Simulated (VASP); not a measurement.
Set up this calculation in VASP 6.6.1, as the native input.

```yaml
Task: relaxation of cell and atoms
Functional: PBE
Potentials_or_basis: VASP PAW PBE potentials, release 64 (Cs_sv, C)
Cutoff: 600 eV
k_mesh: 7 × 7 × 7
Occupations: gaussian, width 0.05 eV
Spin: no spin polarisation
Further_INCAR_settings: ALGO = Normal; EDIFF = 1e-07; IBRION = 2; EDIFFG = -0.01; NSW = 60; ISIF = 3
```

The structure of CsC2 lies in POSCAR:

```
CsC2
1.0
    0.0000000000      3.2656700000      3.2656700000
    3.2656700000      0.0000000000      3.2656700000
    3.2656700000      3.2656700000      0.0000000000
Cs C
1 2
Direct
    0.0000000000      0.0000000000      0.0000000000
    0.7500000000      0.7500000000      0.7500000000
    0.2500000000      0.2500000000      0.2500000000
```

The cell was built by a generator and needn't be a form met in nature.

The input as run:

INCAR

```
SYSTEM = CsC2
  PREC = Accurate
  ENCUT = 600
  EDIFF = 1E-7
  ISMEAR = 0
  SIGMA = 0.05
  LREAL = .False.
  LASPH = .True.
  NELM = 80
  ALGO = Normal
  ISIF = 3
  LWAVE = .False.
  LCHARG = .False.
  GGA = PE
  IBRION = 2
  NSW = 60
  EDIFFG = -0.01
```

KPOINTS

```
regular mesh
0
Gamma
  7 7 7
  0 0 0
```

Potentials or basis: VASP PAW PBE potentials, release 64 (Cs_sv, C).

Command:

```console
$ cat potpaw_PBE.64/Cs_sv/POTCAR potpaw_PBE.64/C/POTCAR > POTCAR
$ mpirun -np 1 vasp_std > vasp.out
```

It gave:

- Relaxed volume: 23.27 Å³/atom
- Relaxed cell: a = 4.622 Å, b = 4.622 Å, c = 4.622 Å, α = 60.00°, β = 60.00°, γ = 60.00°
- Space group after relaxing (to 0.05 Å): Fm-3m (No. 225)
- Energy gained by relaxing: 0.0 meV/atom
- Ionic steps: 2
- Pressure after relaxing: 0.1 GPa
- Band gap on the k mesh: none (metal or under the smearing width)

It took 25 s on 1 thread of AMD EPYC 9R45 96-Core Processor (Zen 5), with other jobs on the host, peak memory 0.21 GiB.
